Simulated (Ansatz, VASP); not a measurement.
**H18C11O9 (amorphous polycarbonate of ethylene at 300 K) in two plane-wave programs**

Aim: how closely do two programs agree when they are given the same cell, functional and k mesh? The cell is taken from a series of runs on this material, whose earlier steps may have relaxed, scaled, displaced or heated it; both programs get it as it stands.

Main program and level: Ansatz 0.2.0; plane waves, with VASP 6.6.1 beside it; single point at LDA.

## Step 1: Starting point

The cell holds 152 atoms: 44 C, 36 O and 72 H. Cell: a = 10.957 Å, b = 10.753 Å, c = 11.284 Å, α = 88.8°, β = 91.8°, γ = 88.8°. As first built, before any earlier steps moved the atoms (in the runner's words): 4 polycarbonate of ethylene chains of 3 units placed at random, at 1.28 g/cm^3; overlaps pushed apart, then 20 ps at 800 K with MMFF94 bonds, angles, torsions, charges and radii (Halgren, J. Comput. Chem. 17, 490 (1996)) in harmonic and 12-6 forms; charges of ions scaled by 0.8. Snapshot after 30 ps at 300 K and fixed volume.

## Step 2: Ansatz: single point, LDA

Ansatz runs on its default PAW (the set named soft_2) files.

A single point gives forces, pressure and levels at one fixed geometry, so differences don't come from the geometry; what else differs is listed under the comparison.

input.yaml reads:

```yaml
crystal:
  lattice:
    - [10.95549, 0.11015, -0.17602]
    - [0.11015, 10.75169, 0.11979]
    - [-0.17602, 0.11979, 11.28177]
  atoms:
    - { symbol: C, position: [0.08624, 0.53586, 0.86845] }
    - { symbol: O, position: [0.09077, 0.46303, 0.76487] }
    - { symbol: C, position: [0.01524, 0.36864, 0.76096] }
    - { symbol: O, position: [0.94679, 0.33693, 0.83762] }
    - { symbol: O, position: [0.02753, 0.31454, 0.65758] }
    - { symbol: C, position: [0.94003, 0.22327, 0.62848] }
    - { symbol: C, position: [0.96487, 0.18097, 0.50732] }
    - { symbol: O, position: [0.0791, 0.11473, 0.51098] }
    - { symbol: C, position: [0.09851, 0.04646, 0.4169] }
    - { symbol: O, position: [0.02889, 0.03471, 0.33312] }
    - { symbol: O, position: [0.20782, 0.9907, 0.4316] }
    - { symbol: C, position: [0.2468, 0.92378, 0.33144] }
    - { symbol: C, position: [0.27929, 0.00842, 0.23129] }
    - { symbol: O, position: [0.38758, 0.07381, 0.25789] }
    - { symbol: C, position: [0.37342, 0.18902, 0.29595] }
    - { symbol: O, position: [0.27735, 0.24187, 0.31374] }
    - { symbol: O, position: [0.48382, 0.23512, 0.30998] }
    - { symbol: C, position: [0.49272, 0.35881, 0.35384] }
    - { symbol: C, position: [0.61005, 0.36683, 0.42514] }
    - { symbol: C, position: [0.72203, 0.37463, 0.35109] }
    - { symbol: H, position: [0.00419, 0.59725, 0.86219] }
    - { symbol: H, position: [0.0842, 0.47665, 0.94931] }
    - { symbol: H, position: [0.16854, 0.59233, 0.86888] }
    - { symbol: H, position: [0.94623, 0.14569, 0.6945] }
    - { symbol: H, position: [0.84736, 0.26556, 0.63029] }
    - { symbol: H, position: [0.97075, 0.26144, 0.44519] }
    - { symbol: H, position: [0.89034, 0.12211, 0.47378] }
    - { symbol: H, position: [0.17351, 0.8624, 0.29967] }
    - { symbol: H, position: [0.32733, 0.86852, 0.36343] }
    - { symbol: H, position: [0.20374, 0.07394, 0.20727] }
[... 116 atom lines left out ...]
    - { symbol: H, position: [0.97618, 0.02992, 0.891] }
    - { symbol: H, position: [0.11375, 0.801, 0.80228] }
    - { symbol: H, position: [0.00494, 0.89272, 0.71978] }
    - { symbol: H, position: [0.25368, 0.98379, 0.81952] }
    - { symbol: H, position: [0.21636, 0.95422, 0.66767] }
    - { symbol: H, position: [0.14438, 0.07937, 0.7389] }
kpoints:
  mp_grid: { grid: [1, 1, 1] }
hamiltonian:
  xc: lda
scf:
  occupations: { method: fixed }
output:
  forces: true
  stress: true
  populations: intrinsic
  dos:
    method: { smearing: { sigma: 0.15 } }
    de: 0.1
    projected: { site_lists: { C: [C], H: [H], O: [O] } }
  eigenvalues: true
  write_density: true
  write_potential: true
  volumetric_format: npy
  elf: true
```

Command:

```console
ansatz run input.yaml --threads 4 --pin off --max-ram 8192MiB --backend cpu --events-out ev --progress --plain --runs-dir out
```

Numbers of over 12 decimals in the logs are rounded to 6 here.

The log of the run:

```text
Engine: ansatz 0.2.0, x86_64-unknown-linux-gnu
Pseudopotentials: kind: paw
Pseudopotential: C, paw, valence charge 4, recommended cutoff 420 eV (normal), C.paw.azcp
Pseudopotential: O, paw, valence charge 6, recommended cutoff 420 eV (normal), O.paw.azcp
Pseudopotential: H, paw, valence charge 1, recommended cutoff 420 eV (normal), H.paw.azcp
Functional definition: SPW92
  exchange = slater_x
  correlation = pw_c
Crystal: 152 atoms, lattice volume = 1328.248 Å³
Basis set: ecut = 420 eV, 25919 PW (Γ)
Bands: 384, of which v1, the nominal top of the filled ones, is band 232 counted from 1 (231 counted from 0)
Symmetry: 1 space group operations
Space group: P1 (ITA 1), of the structure as read, at distance tolerance 1.1e-4 Å
k-points: 1
Non-local potential: C, projectors of the file, l = 0: 2, l = 1: 2, l = 2: 1
Non-local potential: O, projectors of the file, l = 0: 2, l = 1: 2, l = 2: 1
Non-local potential: H, projectors of the file, l = 0: 2, l = 1: 1
PAW form: soft (Blöchl's): semilocal exchange-correlation on the pseudo side does not see the compensation charge
PAW frozen core: C, regenerated for the run's functional, and the local potential with it (the file was generated under x = pbe(κ = 0.804, μ = 0.219515), c = pbe(β = 0.066725))
PAW frozen core: O, regenerated for the run's functional, and the local potential with it (the file was generated under x = pbe(κ = 0.804, μ = 0.219515), c = pbe(β = 0.066725))
PAW one-centre angular grid: C, 110 points (default); XC on 64 Gauss nodes
PAW one-centre angular grid: O, 110 points (default); XC on 64 Gauss nodes
PAW one-centre angular grid: H, 110 points (default); XC on 64 Gauss nodes
Initial density: superposition of atomic densities (neutral atoms: chi_scale 0, normalization atom), corrected by the library's trained network
Initial wavefunctions: pseudopotential atomic-orbital guess
Functional: x = slater, c = lda
SCF iter   1: F=—  HF=-31790.366712 eV  |F-HF|=—  |Δ(HF+E_count)|=         —  Δρ=1.20e-2  dr2=1.45e0  ethr=1.77e-3  ⟨swp⟩=5.0  Hψ=1323  notcnv=0  defer=148
preconditioner: auto → Resta (q_TF=auto, 2.290 Å⁻¹)  ε∞=2.6  [insulator: Δε(μ)=5.757 eV  Ē_g=17.243 eV  n_scr=254 (ndim 8)  ℏωp=21.9 eV  f_vac=0.166  ε∞_Penn≈2.6]
SCF iter   2: F=—  HF=-31789.960464 eV  |F-HF|=—  |Δ(HF+E_count)|=   4.06e-1  Δρ=5.23e-3  dr2=2.78e-1  ethr=3.11e-4  ⟨swp⟩=2.0  Hψ=651  notcnv=0  defer=143
SCF iter   3: F=—  HF=-31789.878376 eV  |F-HF|=—  |Δ(HF+E_count)|=   8.21e-2  Δρ=2.46e-3  dr2=7.22e-2  ethr=5.98e-5  ⟨swp⟩=2.0  Hψ=451  notcnv=0  defer=150
SCF iter   4: F=—  HF=-31789.860221 eV  |F-HF|=—  |Δ(HF+E_count)|=   1.82e-2  Δρ=6.87e-4  dr2=6.09e-3  ethr=1.56e-5  ⟨swp⟩=2.0  Hψ=453  notcnv=0  defer=150
SCF iter   5: F=—  HF=-31789.859598 eV  |F-HF|=—  |Δ(HF+E_count)|=   6.23e-4  Δρ=3.21e-4  dr2=1.16e-3  ethr=1.31e-6  ⟨swp⟩=2.0  Hψ=465  notcnv=0  defer=150
SCF iter   6: F=—  HF=-31789.859622 eV  |F-HF|=—  |Δ(HF+E_count)|=   2.46e-5  Δρ=9.29e-5  dr2=1.39e-4  ethr=2.51e-7  ⟨swp⟩=2.0  Hψ=441  notcnv=0  defer=148
SCF iter   7: F=—  HF=-31789.859603 eV  |F-HF|=—  |Δ(HF+E_count)|=   1.90e-5  Δρ=2.72e-5  dr2=1.08e-5  ethr=3.00e-8  ⟨swp⟩=2.0  Hψ=453  notcnv=0  defer=143
SCF iter   8: F=—  HF=-31789.858909 eV  |F-HF|=—  |Δ(HF+E_count)|=   6.94e-4  Δρ=1.98e-5  dr2=4.25e-6  ethr=2.33e-9  ⟨swp⟩=2.0  Hψ=610  notcnv=0  defer=143
SCF iter   9: F=—  HF=-31789.858909 eV  |F-HF|=—  |Δ(HF+E_count)|=   3.75e-7  Δρ=4.46e-6  dr2=2.58e-7  ethr=9.16e-10  ⟨swp⟩=2.0  Hψ=475  notcnv=0  defer=143
SCF iter  10: F=-31789.858909 eV  HF=-31789.858909 eV  |F-HF|=6.03e-9  |Δ(HF+E_count)|=   1.49e-7  Δρ=1.94e-6  dr2=5.04e-8  ethr=2.16e-11  ⟨swp⟩=19.0  Hψ=3609  notcnv=0
SCF 1 converged in 10 iterations: F = -31789.858909 eV  dr2 = 5.04e-8
  greatest PAW one-centre occupation: 0.873 electrons in one spin orbital (limit 2), on the O atom at site 47 (counted from 0), in its partial waves of l = 0
SCF converged after 10 iterations
Free energy (F): -31789.858909 eV
Harris-Foulkes:  -31789.858909 eV  (|F-HF|=6.03e-9)
Internal energy: -31789.858909 eV  (E = F + TS)
E sigma→0 (E₀):  -31789.858909 eV
Fermi energy:    -0.271323 eV
--- Per-component energies (eV) ---
  E_band       = -3514.925719
  E_kinetic    = 11275.971227
  E_local      = -34742.136104  (includes V_loc(G=0)·N_el)
  E_nonlocal   = 3169.393534
  E_hartree    = 12619.745959
  E_xc         = -5291.770626
  E_vxc        = -6728.301898  (∫ρ·V_xc dr)
  E_paw        = -9393.570448  (= ΣΔE_a)
  E_vpaw       = -1729.339074  (= ΣTr[D̂ρ^β])
  E_aug_tail   = -0.002482  (compensation charges beyond the density's cutoff)
  E_ewald      = -9433.743773
  E_core_change = 6.253804  (= ΣΔE_core)
  E_smearing   = -0.000000  (= −TS)
  E_closure    = 0.000000  (closes the sum)
  Σ components = -31789.858909   (vs F -31789.858909, Δ=0.00e0)
--- Forces (eV/Å), atoms counted from 1 ---
  atom   1  C     -0.00276358     0.00519729     0.00859200
[...]
atom 130  O     -0.00076624     0.00410801    -0.00012133
  atom 131  O      0.00075310     0.00435119     0.00816621
  atom 132  C      0.01027527     0.00209008    -0.00733091
  atom 133  C      0.00888322     0.00348761    -0.00208490
  atom 134  C     -0.00626688    -0.00784147     0.00624293
  atom 135  H     -0.00013954     0.00227181     0.00041292
  atom 136  H      0.00120694     0.00198655     0.00222566
  atom 137  H      0.00373701     0.00131001     0.00016440
  atom 138  H     -0.00022161    -0.00213506     0.00060900
  atom 139  H     -0.00148289    -0.00157086    -0.00005202
  atom 140  H      0.00089895    -0.00267119     0.00273080
  atom 141  H      0.00102571    -0.00240542     0.00221294
  atom 142  H      0.00210062    -0.00406775     0.00138807
  atom 143  H      0.00158460    -0.00302812     0.00386739
  atom 144  H      0.00302836     0.00258552     0.00068241
  atom 145  H      0.00227942     0.00214537    -0.00020661
  atom 146  H     -0.00129691     0.00490219    -0.00344831
  atom 147  H     -0.00425667    -0.00219775    -0.00080628
  atom 148  H     -0.00323807     0.00368497    -0.00068745
  atom 149  H      0.00541277     0.00273938     0.00204042
  atom 150  H     -0.00612719    -0.00020050    -0.00202385
  atom 151  H     -0.00130955     0.00207487     0.00233851
  atom 152  H      0.00238690    -0.00260507    -0.00002006
  max |Σ_I F_I| component: 7.49e-5 eV/Å
--- Stress (GPa, compression-positive) ---
       -0.011114      -0.009956      -0.010097
       -0.009956      -0.039569      -0.003737
       -0.010097      -0.003738      -0.001843
  P = ⅓ Tr σ = -0.0175 GPa (-0.175 kbar)
--- Band table (eV) ---
  k-point 0: bands = [... 228 lower, -0.4092, -0.3959, -0.3480, -0.2713, 5.4921, 5.4926, 5.5355, 5.6155, ... 148 higher]
--- intrinsic populations: 152 sites ---
  site symbol       q [e]
     0      C      4.3325
     1      O      6.3088
     2      C      3.3615
     3      O      6.5093
     4      O      6.3126
     5      C      4.1326
     6      C      4.1429
     7      O      6.3188
     8      C      3.3544
     9      O      6.5055
    10      O      6.3242
    11      C      4.1493
    12      C      4.1353
    13      O      6.3089
    14      C      3.3728
    15      O      6.5142
    16      O      6.3049
    17      C      4.1353
    18      C      4.3131
    19      C      4.5343
    20      H      0.8310
    21      H      0.8209
    22      H      0.7944
    23      H      0.8238
[...]
144      H      0.8286
   145      H      0.8247
   146      H      0.8163
   147      H      0.8303
   148      H      0.8231
   149      H      0.8259
   150      H      0.8231
   151      H      0.8294
  spilling = 0.000000 (of n_electrons = 464.000000)
```

## Step 3: VASP: single point, LDA

The same cell, functional (in two slightly different forms) and mesh now go to VASP, with its own data sets.

Lines of VASP's logs that name or quote its potential files are left out, and so is its time.

INCAR reads:

```
SYSTEM = H18C11O9
PREC = Accurate
ENCUT = 600
EDIFF = 1E-06
NELM = 120
ISMEAR = 0
SIGMA = 0.01
LREAL = Auto
ALGO = Normal
GGA = CA
NBANDS = 338
LORBIT = 11
LWAVE = .FALSE.
LCHARG = .FALSE.
ISIF = 2
LASPH = .TRUE.
GGA_COMPAT = .FALSE.
EFERMI = MIDGAP
```

POSCAR reads:

```
H18C11O9
1.0
   10.9554900000      0.1101500000     -0.1760200000
    0.1101500000     10.7516900000      0.1197900000
   -0.1760200000      0.1197900000     11.2817700000
C O H
44 36 72
Direct
    0.0862400000      0.5358600000      0.8684500000
    0.0152400000      0.3686400000      0.7609600000
    0.9400300000      0.2232700000      0.6284800000
    0.9648700000      0.1809700000      0.5073200000
    0.0985100000      0.0464600000      0.4169000000
    0.2468000000      0.9237800000      0.3314400000
    0.2792900000      0.0084200000      0.2312900000
    0.3734200000      0.1890200000      0.2959500000
    0.4927200000      0.3588100000      0.3538400000
    0.6100500000      0.3668300000      0.4251400000
    0.7220300000      0.3746300000      0.3510900000
    0.3441000000      0.7392500000      0.5827000000
    0.3634700000      0.7587900000      0.7880600000
    0.3417200000      0.7816000000      0.9929900000
    0.4067300000      0.6907800000      0.0771500000
    0.5074500000      0.7061500000      0.2597700000
    0.6051400000      0.7327400000      0.4412900000
    0.7308900000      0.7622700000      0.4022300000
    0.7288600000      0.9801500000      0.3574100000
    0.6624900000      0.0420900000      0.1669100000
    0.5872300000      0.9910600000      0.0673200000
    0.6448700000      0.8790100000      0.0118200000
    0.7149700000      0.9321500000      0.7161700000
    0.5446600000      0.0476000000      0.6537900000
    0.3789900000      0.1744100000      0.5976700000
    0.3176800000      0.2921700000      0.6324400000
    0.4480400000      0.4447900000      0.7060700000
    0.6050000000      0.5797700000      0.7570200000
    0.7243800000      0.5121000000      0.7780200000
    0.8661900000      0.5973200000      0.6514100000
[... 116 atom lines left out ...]
    0.9761800000      0.0299200000      0.8910000000
    0.1137500000      0.8010000000      0.8022800000
    0.0049400000      0.8927200000      0.7197800000
    0.2536800000      0.9837900000      0.8195200000
    0.2163600000      0.9542200000      0.6676700000
    0.1443800000      0.0793700000      0.7389000000
```

KPOINTS reads:

```
Automatic mesh
0
Gamma
1 1 1
0 0 0
```

PAW data sets: C, O and H (LDA family, release 64).

Command:

```console
export OMP_NUM_THREADS=3
mpirun -np 1 vasp_gam
```

The log of the run:

```text
[banner, memory and clock lines left out]
running    1 mpi-ranks, on    1 nodes
[...]
Offloading initialized ...    1 GPUs detected
[...]
LDA part: xc-table for (Slater(with rela. corr.)+CA(PZ))
 , standard interpolation
 POSCAR, INCAR and KPOINTS ok, starting setup
[...]
entering main loop
       N       E                     dE             d eps       ncg     rms          rms(c)
DAV:   1     0.376963874612E+04    0.37696E+04   -0.28402E+05   684   0.149E+03
DAV:   2    -0.665889357605E+03   -0.44355E+04   -0.41897E+04   846   0.337E+02
DAV:   3    -0.104620881426E+04   -0.38032E+03   -0.37659E+03   840   0.101E+02
DAV:   4    -0.105436000290E+04   -0.81512E+01   -0.81155E+01   840   0.160E+01
[...]
DAV:  16    -0.975825850453E+03    0.22673E-04   -0.23124E-05   856   0.262E-02    0.701E-03
DAV:  17    -0.975825846736E+03    0.37174E-05   -0.28704E-05   840   0.172E-02    0.480E-03
DAV:  18    -0.975825846643E+03    0.92950E-07   -0.73013E-06   832   0.660E-03
   1 F= -.97582585E+03 E0= -.97582585E+03  d E =0.000000E+00
```

Parts of OUTCAR (step 3):

```text
  FREE ENERGIE OF THE ION-ELECTRON SYSTEM (eV)
  ---------------------------------------------------
  free  energy   TOTEN  =      -975.8258466426 eV

  energy  without entropy=     -975.8258466426  energy(sigma->0) =     -975.82584664
```

The run ends at a pressure of 0.67 GPa, with forces up to 0.59 eV/Å.

## Step 4: Side by side

Known differences besides the potentials themselves: the two LDA forms differ slightly; fixed occupations in Ansatz, narrow Gaussian smearing in VASP; the cutoff is 420 eV in Ansatz and 600 eV in VASP (PREC = Accurate, projectors in real space); VASP's log shows a relativistic correction to its local exchange, Ansatz's none. Total energies have different zeros and are not compared.

The two programs side by side:

```tsv
quantity	Ansatz	VASP	difference
pressure (GPa)	-0.02	0.67	-0.69
gap on the k mesh (eV)	5.763	5.751	+0.012
```

Forces on 7 of the 152 atoms, those with the largest forces and the largest differences (eV/Å; atoms numbered as in POSCAR):

```tsv
atom	Ansatz x, y, z	VASP x, y, z
O49	-0.006, 0.007, 0.005	-0.370, -0.063, -0.449
O55	0.003, 0.005, 0.000	0.447, 0.382, -0.033
O58	0.002, 0.002, -0.005	0.336, -0.467, -0.111
O61	-0.003, -0.012, 0.002	0.056, 0.539, 0.173
O67	0.003, 0.006, -0.009	-0.132, -0.087, 0.552
O76	0.001, 0.005, -0.005	0.229, -0.524, -0.053
O79	-0.001, 0.004, 0.000	0.506, -0.035, 0.247
```

The forces differ by 122 meV/Å r.m.s., where the r.m.s. force is 0.005 eV/Å in Ansatz and 0.121 eV/Å in VASP: the atoms lie near their places of rest in Ansatz, so a percentage would say little (all taken over all components). A gap on the mesh is an upper bound, since the band edges may lie between its points.

## Step 5: What came out

| Property | Result |
| --- | --- |
| r.m.s. force difference (single point, LDA) | 122 meV/Å |
| difference in pressure (single point, LDA) | -0.69 GPa |

What this shows: The r.m.s. force difference is 122 meV/Å (single point, LDA), beyond the 12 meV/Å picked in this series as the mark of a large difference. What causes the difference of the single point, LDA pair stays open here. How closely two codes agree says nothing of how well the functional describes the real material.

[Lines on the potential files, build, host, timing and source positions are cut from VASP's logs without a mark.]

[Logs are printed without paths, hosts, clocks, repeated set-up lines and the standing remarks that a program may print on its own settings, such as how far it seeks lower states.]

[Hosts, paths, dates, database ids (printed as entryN), source tags and the programs' standing remarks are cut or masked in the printed files.]

[The MMFF94 radii named for the starting cell were scaled by 0.96; in molecules described by MMFF94, hydrogen bound to N, O or S took a small fixed 12-6 site in their place.]
